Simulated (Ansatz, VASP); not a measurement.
**Two plane-wave programs on ZrGaH4**

```
Zr Ga H
1.0
     3.55533    0.00000    0.00000
     0.00000    3.55533    0.00000
     0.00000    0.00000    4.20029
Zr Ga H
1 1 4
Direct
  0.50000 0.50000 0.50000
  0.00000 0.00000 0.00000
  0.50000 0.00000 0.25188
  0.00000 0.50000 0.74812
  0.50000 0.00000 0.74812
  0.00000 0.50000 0.25188
```

Alike in both runs: functional PBE; k mesh 10 × 10 × 10; occupations gaussian, width 0.1 eV; no spin polarisation.

Ansatz relaxed the structure, and its values are those at the end. VASP's run is a single point on that final structure, the one shown.

|  | VASP | Ansatz |
| --- | --- | --- |
| version | VASP 6.6.1 | Ansatz 0.2.0 |
| potentials or method | VASP PAW PBE potentials, release 64 (Zr_sv, Ga_d, H) | scalar-relativistic, plane waves, PAW |
| plane-wave cutoff (eV) | 520 | 420 |
| valence electrons in the cell | 29 | 29 |

|  | VASP | Ansatz | Ansatz less VASP |
| --- | --- | --- | --- |
| gap on the k mesh at the Fermi level (eV) | none | none | - |
| pressure (GPa) | 0.0 | 0.0 | +0.03 |

A gap of «none» marks a metal or a gap that the smearing closes.
